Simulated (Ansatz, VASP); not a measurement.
## Y in two plane-wave programs

One calculation is typed for both programs; each brings its own data sets. How far apart do they land? The structure shown is the end of the Ansatz relaxation below.

Method: plane waves, with VASP 6.6.1 beside it; single point at PBEsol, in Ansatz 0.2.0.

## Step 1: The structure

The structure is hexagonal, space group P6_3/mmc (No. 194). The conventional cell has a = 3.742 Å, b = 3.742 Å, c = 5.469 Å, α = 90.00°, β = 90.00°, γ = 120.00°. Nearest to Y lie 12 Y at 3.48 to 3.74 Å.

## Step 2: Ansatz: relaxation, PBEsol

Ansatz runs on its PAW soft_1 files.

This run makes the geometry at which the two programs are then compared.

Input file input.yaml:

```yaml
crystal:
  lattice:
    - [3.7424409164, 0.0, 0.0]
    - [-1.8712204582, 3.2410489058, 0.0]
    - [0.0, 0.0, 5.4949608348]
  atoms:
    - { symbol: "Y", position: [0.3333333333, 0.6666666667, 0.25] }
    - { symbol: "Y", position: [0.6666666667, 0.3333333333, 0.75] }
kpoints:
  mp_grid: { grid: [15, 15, 8] }
hamiltonian:
  xc: pbesol
  pseudopotentials: { kind: paw, azcp: { folder: soft_1 }, xc_functional: pbe }
scf:
  occupations: { method: methfessel_paxton, width: 0.2 }
output:
  forces: true
  stress: true
  eigenvalues: true
relax:
  adjacent_minimum: "off"
  f_tol: 0.001
  max_steps: 60
  cell: { stress_tol: 0.01, fix: [a, b, gamma] }
```

Command:

```
$ ansatz run input.yaml --threads 4 --pin off --max-ram 10240MiB --backend cpu --events-out ev --progress --plain --runs-dir out
```

Numbers of over 12 decimals in the logs are rounded to 6 here.

The program printed:

```text
Engine: ansatz 0.2.0, x86_64-unknown-linux-gnu
Pseudopotentials: kind: paw
Pseudopotential: Y, paw, valence charge 11, recommended cutoff 420 eV (normal), soft_1/Y.paw.azcp
Functional definition: PBEsol
  exchange = pbesol_x
  correlation = pbesol_c
Crystal: 2 atoms, lattice volume = 66.651 Å³
Basis set: ecut = 420 eV, 1303 PW (Γ), exchange–correlation on 54×54×80 points (8 copies of the dense FFT grid, shifted against one another)
Bands: 15, of which v1, the nominal top of the filled ones, is band 11 counted from 1 (10 counted from 0)
Symmetry: 24 space group operations
Space group: P63/mmc (ITA 194), of the structure as read, at distance tolerance 4.1e-5 Å
k-points: 135 of 1800
Non-local potential: Y, projectors of the file, l = 0: 3, l = 1: 2, l = 2: 2, l = 3: 1
PAW form: soft (Blöchl's): semilocal exchange-correlation on the pseudo side does not see the compensation charge
PAW frozen core: Y, regenerated for the run's functional, and the local potential with it (the file was generated under x = pbe(κ = 0.804, μ = 0.219515), c = pbe(β = 0.066725))
PAW one-centre angular grid: Y, 590 points (default); XC on 64 Gauss nodes
Initial density: superposition of atomic densities (chi_scale 0.1, normalization cell)
Initial wavefunctions: pseudopotential atomic-orbital guess
Functional: x = pbesol(κ = 0.804, μ = 0.123457), c = pbesol(β = 0.046)
SCF iter   1: F=—  HF=-7590.200889 eV  |F-HF|=—  |Δ(HF+E_count)|=         —  Δρ=1.39e-2  dr2=2.08e-1  ethr=3.10e-3  ⟨swp⟩=4.3  Hψ=8549  notcnv=0
preconditioner: auto → Kerker (q_TF=auto, 2.268 Å⁻¹)  [metal: Δε(μ)=0.015 eV  Ē_g=2.598 eV  σ=0.200 eV  W_gap=0.06  n_scr=20 (ndim 8)  ℏωp=11.1 eV  f_vac=0.000  D(μ)=3.63/eV (n_scr^D=34)]
SCF iter   2: F=—  HF=-7590.158385 eV  |F-HF|=—  |Δ(HF+E_count)|=   4.25e-2  S|Δr|=    0.00e0  Δρ=8.86e-3  dr2=8.39e-2  ethr=9.44e-4  ⟨swp⟩=1.0  Hψ=3105  notcnv=0
SCF iter   3: F=—  HF=-7590.131915 eV  |F-HF|=—  |Δ(HF+E_count)|=   2.65e-2  S|Δr|=    0.00e0  Δρ=1.35e-3  dr2=1.20e-3  ethr=3.81e-4  ⟨swp⟩=2.9  Hψ=3546  notcnv=0
SCF iter   4: F=—  HF=-7590.131891 eV  |F-HF|=—  |Δ(HF+E_count)|=   2.36e-5  S|Δr|=    0.00e0  Δρ=2.03e-4  dr2=2.37e-5  ethr=5.44e-6  ⟨swp⟩=1.9  Hψ=2469  notcnv=0
SCF iter   5: F=—  HF=-7590.131892 eV  |F-HF|=—  |Δ(HF+E_count)|=   7.39e-7  S|Δr|=    0.00e0  Δρ=4.63e-5  dr2=9.50e-7  ethr=1.08e-7  ⟨swp⟩=2.0  Hψ=3510  notcnv=0
SCF iter   6: F=-7590.131892 eV  HF=-7590.131892 eV  |F-HF|=4.52e-9  |Δ(HF+E_count)|=   1.57e-7  S|Δr|=    0.00e0  Δρ=8.01e-6  dr2=3.50e-8  ethr=4.55e-10  ⟨swp⟩=5.8  Hψ=9330  notcnv=0
SCF 1 converged in 6 iterations: F = -7590.131892 eV  dr2 = 3.50e-8
  greatest PAW one-centre occupation: 0.993 electrons in one spin orbital (limit 2), on the Y atom at site 1 (counted from 0), in its partial waves of l = 0
relax step   1: F+E_penalty+E_count = -7590.13189218 eV  Δ(F+E_penalty+E_count) = +0.000e0 eV  max|allowed force component| = 3.007e-17 eV/Å  Δτ_max = 0.0000 Å  P = -2.426 GPa  Ω = 66.651 Å³  fix = [a, b, gamma]  reactions: a -3.453, b -3.453 GPa  (6 SCF iters, dr2 threshold 1.00e-7 eV, accepted)
[...]
relax step   2: F+E_penalty+E_count = -7590.13226680 eV  Δ(F+E_penalty+E_count) = -3.746e-4 eV  max|allowed force component| = 9.252e-17 eV/Å  Δτ_max = 0.0000 Å  P = -2.274 GPa  Ω = 66.373 Å³  energy of the carried Pulay correction = +6.459e-6 eV  fix = [a, b, gamma]  reactions: a -3.386, b -3.386 GPa  (3 SCF iters, dr2 threshold 2.00e-7 eV, accepted)
[...]
relax step   3: F+E_penalty+E_count = -7590.13227431 eV  Δ(F+E_penalty+E_count) = -7.508e-6 eV  max|allowed force component| = 9.714e-17 eV/Å  Δτ_max = 0.0000 Å  P = -2.251 GPa  Ω = 66.330 Å³  energy of the carried Pulay correction = +7.450e-6 eV  fix = [a, b, gamma]  reactions: a -3.376, b -3.376 GPa  (3 SCF iters, dr2 threshold 6.15e-9 eV, accepted)
[...]
relax step   4: F+E_penalty+E_count = -7590.13226663 eV  Δ(F+E_penalty+E_count) = +7.680e-6 eV  max|allowed force component| = 8.558e-17 eV/Å  Δτ_max = 0.0000 Å  P = -2.251 GPa  Ω = 66.330 Å³  fix = [a, b, gamma]  reactions: a -3.376, b -3.376 GPa  stress off target by 5.70e-4 GPa on what of the cell is left free  SCF on the basis re-selected at this cell (its energy is not comparable with the rows above)  (5 SCF iters)
basis re-selected at this cell: Δ(F+E_penalty+E_count) = +7.680e-6 eV, ΔP = +0.000 GPa vs the last step (what re-selecting the basis moved, of the pressure what is left beyond the Pulay correction that the steps carried, after the strain that the cell walked since its last selection, with what the two solves' SCF thresholds leave and, on support functions, any second-order correction that the steps lacked; it is no m [...]
SCF converged after 5 iterations
Stability not checked: this state was not tested for a lower state beside it, because cold or Methfessel-Paxton smearing, or corrected tetrahedra, fill the levels in a way that the test cannot read (fill_not_monotonic; see scf.lower_state_search)
Free energy (F): -7590.132267 eV
Harris-Foulkes:  -7590.132267 eV  (|F-HF|=1.82e-12)
Internal energy: -7590.131545 eV  (E = F + TS)
E sigma→0 (E₀):  -7590.132086 eV
Entropy (-TS):   -0.000721 eV (-0.361 meV/atom)
Fermi energy:    9.119347 eV
--- Per-component energies (eV) ---
  E_band       = -247.389841
  E_kinetic    = 629.413652
  E_local      = -1218.055029  (includes V_loc(G=0)·N_el)
  E_nonlocal   = 57.005805
  E_hartree    = 385.528848
  E_xc         = -352.915441
  E_vxc        = -407.753466  (∫ρ·V_xc dr)
  E_paw        = -5527.584945  (= ΣΔE_a)
  E_vpaw       = -79.058541  (= ΣTr[D̂ρ^β])
  E_aug_tail   = 0.000046  (compensation charges beyond the density's cutoff)
  E_ewald      = -1563.822027
  E_core_change = 0.297547  (= ΣΔE_core)
  E_smearing   = -0.000721  (= −TS)
  E_closure    = -0.000000  (closes the sum)
  Σ components = -7590.132267   (vs F -7590.132267, Δ=0.00e0)
--- Forces (eV/Å), atoms counted from 1 ---
  atom   1  Y     -0.00000000    -0.00000000     0.00000000
  atom   2  Y      0.00000000     0.00000000    -0.00000000
  max |Σ_I F_I| component: 1.39e-17 eV/Å
--- Stress (GPa, compression-positive) ---
       -3.376136       0.000000       0.000000
        0.000000      -3.376136      -0.000000
        0.000000      -0.000000       0.000570
  P = ⅓ Tr σ = -2.2506 GPa (-22.506 kbar)
--- Band table (eV; the first three rows and the last of 135) ---
  k-point 0: bands = [... 7 lower, -13.1363, 4.5094, 7.3949, 10.4932, 10.7526, 10.7526, 11.4847, 11.4847]
  k-point 1: bands = [... 7 lower, -13.1634, 4.6221, 7.3449, 10.3438, 10.6358, 10.6358, 11.3530, 11.3530]
  k-point 2: bands = [... 7 lower, -13.2318, 4.9490, 7.1340, 10.1053, 10.4941, 10.4941, 11.0642, 11.0642]
  k-point 134: bands = [... 7 lower, -13.2311, 8.7381, 8.7381, 8.7562, 8.7562, 9.5429, 9.5429, 11.9791]
--- Relaxed structure (3 steps of the walk, 3 accepted, 1 SCFs on fresh bases) ---
  F+E_penalty+E_count = -7590.13226663 eV   max|allowed force component| = 8.558e-17 eV/Å   (the final SCF, on the basis selected at the relaxed cell)
  cell:  # Å, volume = 66.3303 Å³
    - [3.742441, 0, 0]
    - [-1.871220, 3.241049, 0]
    - [0, 0, 5.468539]
  atoms:
    - { symbol: Y, position: [0.333333, 0.666667, 0.25] }
    - { symbol: Y, position: [0.666667, 0.333333, 0.750000] }
```

## Step 3: VASP: single point, PBEsol, pair 1

The same cell, functional, mesh and smearing now go to VASP, with its own data sets.

Lines of VASP's logs that name or quote its potential files are left out, and so is its time.

Input file INCAR:

```
SYSTEM = Y
PREC = Accurate
ENCUT = 500
EDIFF = 1E-06
NELM = 120
ISMEAR = 1
SIGMA = 0.2
LREAL = .FALSE.
ALGO = Normal
GGA = PS
NBANDS = 17
LASPH = .TRUE.
LORBIT = 11
LWAVE = .FALSE.
LCHARG = .FALSE.
ISIF = 2
GGA_COMPAT = .FALSE.
KPAR = 2
```

Input file POSCAR:

```
Y
1.0
    3.7424409164      0.0000000000      0.0000000000
   -1.8712204582      3.2410489058      0.0000000000
    0.0000000000      0.0000000000      5.4685387585
Y
2
Direct
    0.3333333333      0.6666666667      0.2500000000
    0.6666666667      0.3333333333      0.7500000000
```

Input file KPOINTS:

```
Automatic mesh
0
Gamma
15 15 8
0 0 0
```

PAW data sets: Y_sv (PBE family, release 64).

Command:

```
$ mpirun -np 2 vasp_std
```

The program printed:

```text
[banner, memory and clock lines left out]
running    2 mpi-ranks, on    1 nodes
 distrk:  each k-point on    1 cores,    2 groups
 distr:  one band on    1 cores,    1 groups

 POSCAR found type information on POSCAR Y
 POSCAR found :  1 types and       2 ions
|                                                                             |
|               ----> ADVICE to this user running VASP <----                  |
|                                                                             |
|     You enforced a specific xc type in the INCAR file but a different       |
|     [... a line on the potential file left out ...]
|     I HOPE YOU KNOW WHAT YOU ARE DOING!                                     |
|                                                                             |

 LDA part: xc-table for (Slater+PW92), standard interpolation
 POSCAR, INCAR and KPOINTS ok, starting setup
 FFT: planning ... GRIDC
 FFT: planning ... GRID_SOFT
 FFT: planning ... GRID
 WAVECAR not read
 entering main loop
       N       E                     dE             d eps       ncg     rms          rms(c)
DAV:   1     0.836846659894E+02    0.83685E+02   -0.11276E+04  4606   0.119E+03
DAV:   2    -0.686264153628E+01   -0.90547E+02   -0.89147E+02  5793   0.260E+02
DAV:   3    -0.138905682994E+02   -0.70279E+01   -0.69815E+01  8214   0.435E+01
DAV:   4    -0.140657856670E+02   -0.17522E+00   -0.17510E+00  5561   0.719E+00
DAV:   5    -0.140699667479E+02   -0.41811E-02   -0.41804E-02  6878   0.854E-01    0.327E+01
DAV:   6    -0.136723104391E+02    0.39766E+00   -0.49226E-01  5096   0.434E+00    0.203E+01
DAV:   7    -0.135961879918E+02    0.76122E-01   -0.93850E-01  6105   0.551E+00    0.185E+00
DAV:   8    -0.135831305592E+02    0.13057E-01   -0.17044E-01  5625   0.248E+00    0.108E+00
DAV:   9    -0.135823149007E+02    0.81566E-03   -0.50773E-03  6649   0.451E-01    0.385E-01
DAV:  10    -0.135824112322E+02   -0.96331E-04   -0.16098E-03  5211   0.373E-01    0.262E-01
DAV:  11    -0.135823726924E+02    0.38540E-04   -0.90572E-05  6990   0.820E-02    0.453E-02
DAV:  12    -0.135823668575E+02    0.58348E-05   -0.22725E-05  5336   0.425E-02    0.164E-02
DAV:  13    -0.135823684592E+02   -0.16017E-05   -0.40345E-06  5280   0.170E-02    0.327E-03
DAV:  14    -0.135823686107E+02   -0.15146E-06   -0.18621E-07  3067   0.395E-03
   1 F= -.13582369E+02 E0= -.13582135E+02  d E =-.700471E-03
```

From OUTCAR (step 3):

```text
ion  position               nearest neighbor table
   1  0.333  0.667  0.250-   2 3.48   2 3.48   2 3.48   2 3.48   2 3.48   2 3.48
   2  0.667  0.333  0.750-   1 3.48   1 3.48   1 3.48   1 3.48   1 3.48   1 3.48

  LATTYP: Found a hexagonal cell.
 ALAT       =     3.7424409164
 C/A-ratio  =     1.4612224697

 Subroutine GETGRP returns: Found 24 space group operations
 (whereof 12 operations were pure point group operations)

The static configuration has the point symmetry D_3d.
 The point group associated with its full space group is D_6h.

 Found    135 irreducible k-points:

   k-points           NKPTS =    135   k-points in BZ     NKDIM =    135   number of bands    NBANDS=     17

   dimension x,y,z NGX =    28 NGY =   28 NGZ =   40
   dimension x,y,z NGXF=    56 NGYF=   56 NGZF=   80

   ENCUT  =  500.0 eV  36.75 Ry    6.06 a.u.   6.82  6.82  9.97*2*pi/ulx,y,z

   NELECT =      22.0000    total number of electrons

 k-points in reciprocal lattice and weights: Automatic mesh
   0.00000000  0.00000000  0.00000000       0.001
   0.06666667  0.00000000  0.00000000       0.003
   0.13333333  0.00000000  0.00000000       0.003
   0.20000000 -0.00000000  0.00000000       0.003
   0.26666667  0.00000000  0.00000000       0.003
   0.33333333 -0.00000000  0.00000000       0.003
   0.40000000 -0.00000000  0.00000000       0.003
   0.46666667 -0.00000000  0.00000000       0.003
   0.06666667  0.06666667  0.00000000       0.003
[...]
0.33333333  0.26666667  0.50000000       0.007
   0.33333333  0.33333333  0.50000000       0.001

 average (electrostatic) potential at core
       1 -37.6676       2 -37.6676

 E-fermi :   2.8058

 k-point     1 :       0.0000    0.0000    0.0000
  band No.  band energies     occupation
    ...
      6     -19.5486      2.00000
      7     -19.5486      2.00000
      8     -19.4711      2.00000
      9      -1.8417      2.00000
     10       1.0720      2.00000
     11       4.1869     -0.00000
     12       4.4373     -0.00000
     13       4.4373     -0.00000
     14       5.1687     -0.00000
     15       5.1687     -0.00000
    ...

 k-point     2 :       0.0667    0.0000    0.0000
  band No.  band energies     occupation
    ...
      6     -19.5621      2.00000
      7     -19.5494      2.00000
      8     -19.4761      2.00000
      9      -1.7524      2.00000
     10       1.1494      2.00000
     11       4.0606     -0.00000
     12       4.2236     -0.00000
     13       4.5193     -0.00000
     14       5.0785     -0.00000
     15       5.1099     -0.00000
    ...

 k-point     3 :       0.1333    0.0000    0.0000
  band No.  band energies     occupation
    ...
      6     -19.5996      2.00000
      7     -19.5522      2.00000
      8     -19.4910      2.00000
      9      -1.4912      2.00000
     10       1.3650      2.00000
     11       3.7229     -0.00000
     12       3.8020     -0.00000
     13       4.7627     -0.00000
     14       4.8563     -0.00000
     15       4.9109     -0.00000
    ...

  Total       -1.4399175     -1.4399175     -0.0421618      0.0000000      0.0000000      0.0000000
  in kB      -34.7805443    -34.7805443     -1.0183998      0.0000000      0.0000000      0.0000000
  external PRESSURE =     -23.5264961 kB  Pullay stress =       0.0000000 kB

  energy-cutoff  :      500.00
  volume of cell :       66.33
      direct lattice vectors                 reciprocal lattice vectors
     3.742440916  0.000000000  0.000000000     0.267205287  0.154271045  0.000000000
    -1.871220458  3.241048906  0.000000000     0.000000000  0.308542089  0.000000000
     0.000000000  0.000000000  5.468538759     0.000000000  0.000000000  0.182864206

 POSITION                                       TOTAL-FORCE (eV/Angst)
 -----------------------------------------------------------------------------------
     -0.00000      2.16070      1.36713        -0.000000      0.000000      0.000000
      1.87122      1.08035      4.10140         0.000000     -0.000000      0.000000
 -----------------------------------------------------------------------------------
    total drift:                               -0.000000      0.000000     -0.000000

  FREE ENERGIE OF THE ION-ELECTRON SYSTEM (eV)
  ---------------------------------------------------
  free  energy   TOTEN  =       -13.5823686107 eV

  energy  without entropy=      -13.5816681402  energy(sigma->0) =      -13.58213512

 total charge
# of ion       s       p       d       f       tot
--------------------------------------------------
    1        2.281   6.217   0.918   0.006   9.422
    2        2.281   6.217   0.918   0.006   9.422
--------------------------------------------------
tot          4.562  12.433   1.836   0.013  18.844

[... 3 further parts left out ...]
```

The run ends at a pressure of -2.35 GPa.

## Step 4: Comparison

Known differences besides the potentials themselves: the cutoff is 420 eV in Ansatz and 500 eV in VASP; Ansatz makes its cores anew for this functional, VASP keeps those of its PBE data sets; Ansatz's pressure holds a Pulay correction, VASP's none. Total energies have different zeros and are not compared.

Compared:

| quantity | Ansatz | VASP | difference |
| --- | --- | --- | --- |
| pressure (GPa) | -2.25 | -2.35 | +0.10 |

## Step 5: Ansatz: relaxation, PBEsol

This run makes the geometry at which the two programs are then compared. The cell compared in this pair holds 61.57 Å³, against 66.33 Å³ for the pair before.

The structure compared here is the end of the Ansatz relaxation.

input.yaml, the sections that differ from step 2:

```yaml
crystal:
  lattice:
    - [3.6152370916, 0.0, 0.0]
    - [-1.8076185458, 3.130887162, 0.0]
    - [0.0, 0.0, 5.4145037624]
  atoms:
    - { symbol: "Y", position: [0.3333333337, 0.6666666663, 0.25] }
    - { symbol: "Y", position: [0.6666666663, 0.3333333337, 0.75] }
relax:
  adjacent_minimum: "off"
  f_tol: 0.001
  max_steps: 60
  cell: { stress_tol: 0.01, fix: [c, angles] }
# kpoints, hamiltonian, scf, output: as in step 2
```

Command:

```
$ ansatz run input.yaml --threads 4 --pin off --max-ram 10240MiB --backend cpu --events-out ev --progress --plain --runs-dir out
```

The program printed:

```text
[...]
k-point 319: bands = [... 7 lower, -12.2186, 8.2685, 8.2685, 10.1490, 10.1490, 11.5465, 11.5465, 12.7432]
--- Relaxed structure (2 steps of the walk, 2 accepted, 1 SCFs on fresh bases) ---
[...]
cell:  # Å, volume = 61.5728 Å³
    - [3.623679, 9.529869702099618e-19, 0]
    - [-1.811840, 3.138198, 0]
    - [0, 0, 5.4145037624]
  atoms:
    - { symbol: Y, position: [0.333334, 0.666666, 0.25] }
    - { symbol: Y, position: [0.666666, 0.333334, 0.75] }
[key lines of the parts left out:]
SCF converged after 5 iterations
Free energy (F): -7590.173538 eV
Fermi energy:    9.982324 eV
P = ⅓ Tr σ = 0.7702 GPa (7.702 kbar)
```

(Continued in part 2 of 2.)

[Lines on the potential files, build, host, timing and source positions are cut from VASP's logs without a mark.]

[Logs are printed without paths, hosts, clocks, repeated set-up lines and the standing remarks that a program may print on its own settings, such as how far it seeks lower states.]

[Hosts, paths, dates, database ids (printed as entryN), source tags and the programs' standing remarks are cut or masked in the printed files.]
